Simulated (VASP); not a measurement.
VASP input:

### INCAR
```
SYSTEM = PbI2
PREC = Accurate; ENCUT = 400; LREAL = .FALSE.
LASPH = .TRUE.
EDIFF = 1E-7; NELM = 100; ALGO = Normal
LMAXMIX = 4
ISMEAR = -5
GGA = PS
ISIF = 2
LWAVE = .FALSE.; LCHARG = .TRUE.; LORBIT = 11
NEDOS = 601
```

POSCAR:
```
PbI2
1
    7.8474970656    -0.0000000000     0.0000000000
   -0.0000000000     7.8474970656     0.0000000000
    0.0000000000    -0.0000000000     7.8474970656
Pb I
4 8
Direct
  1.0000000000   0.0000000000   0.0000000000
  0.5000000000   0.5000000000   0.0000000000
  1.0000000000   0.5000000000   0.5000000000
  0.5000000000   0.0000000000   0.5000000000
  0.3480771286   0.3480771286   0.3480771286
  0.8480771286   0.1519228714   0.6519228714
  0.6519228714   0.8480771286   0.1519228714
  0.1519228714   0.6519228714   0.8480771286
  0.6519228714   0.6519228714   0.6519228714
  0.1519228714   0.8480771286   0.3480771286
  0.3480771286   0.1519228714   0.8480771286
  0.8480771286   0.3480771286   0.1519228714
```

**KPOINTS**
```
kpoints
0
gamma
  3 3 3
```

POTCAR, in this order: Pb_d I (PBE.64 set). Program: vasp_std.

Problem. Translate this PBEsol calculation to Ansatz.

Solution. One equivalent input (not run):
Ansatz 0.2 input:
```yaml
crystal:
  lattice:
    - [7.8474971, 0.0000000, 0.0000000]
    - [0.0000000, 7.8474971, 0.0000000]
    - [0.0000000, 0.0000000, 7.8474971]
  atoms:
    - { symbol: Pb, position: [1.0000000, 0.0000000, 0.0000000] }
    - { symbol: Pb, position: [0.5000000, 0.5000000, 0.0000000] }
    - { symbol: Pb, position: [1.0000000, 0.5000000, 0.5000000] }
    - { symbol: Pb, position: [0.5000000, 0.0000000, 0.5000000] }
    - { symbol: I, position: [0.3480771, 0.3480771, 0.3480771] }
    - { symbol: I, position: [0.8480771, 0.1519229, 0.6519229] }
    - { symbol: I, position: [0.6519229, 0.8480771, 0.1519229] }
    - { symbol: I, position: [0.1519229, 0.6519229, 0.8480771] }
    - { symbol: I, position: [0.6519229, 0.6519229, 0.6519229] }
    - { symbol: I, position: [0.1519229, 0.8480771, 0.3480771] }
    - { symbol: I, position: [0.3480771, 0.1519229, 0.8480771] }
    - { symbol: I, position: [0.8480771, 0.3480771, 0.1519229] }
kpoints:
  mp_grid: { grid: [3, 3, 3] }
hamiltonian:
  xc: pbesol
  pseudopotentials: { kind: paw }
scf:
  occupations: { method: tetrahedron }
  max_iter: 100
output: { forces: true, stress: true, eigenvalues: true }
```
The two are equivalent in intent, not identical: each code has its own PAW files, so the cut-off isn't converted (ENCUT is set for VASP's; basis.ecutwfc is left out, and Ansatz then takes the one that its files recommend); Ansatz stops its SCF on the density residual and VASP on the energy change (EDIFF).

The structure was generated: PbI2 was put into the pyrite type (Pa-3), which need not be its known phase. It was relaxed first, which changed the volume by +14 %.
